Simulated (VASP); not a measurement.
Input:

```
InSb
1.0
    4.62158     0.00000     0.00000
   -2.31079     4.00241     0.00000
    0.00000     0.00000     7.61316
In Sb
2 2
Direct
  0.33333   0.66667   0.00058
  0.66667   0.33333   0.50058
  0.33333   0.66667   0.37442
  0.66667   0.33333   0.87442
```

Calculation: r2SCAN meta-GGA, VASP's PBE PAW potentials (set 64) (plane waves; VASP 6.6.1). Run with 400 eV cut-off, 8×8×4 Γ-centred mesh, tetrahedra with Blöchl corrections, potentials In_d Sb.

Unless said otherwise, spin-orbit coupling is left out, though it shifts the bands of the heavy elements here.

Problem. Predict the energy per atom (σ→0), band gap (over mesh and band path) with the smallest direct gap where there is one.

Solution. 
```json
{
  "band gap (over mesh and band path)": "0.05 eV",
  "smallest direct gap (over mesh and band path)": "0.05 eV",
  "energy per atom (σ→0)": "-24.373 eV/atom"
}
```

Only differences to runs with the same potentials and settings are physical.

The structure was generated: InSb was put into the wurtzite type (P6_3mc), which need not be its known phase. It was relaxed first.
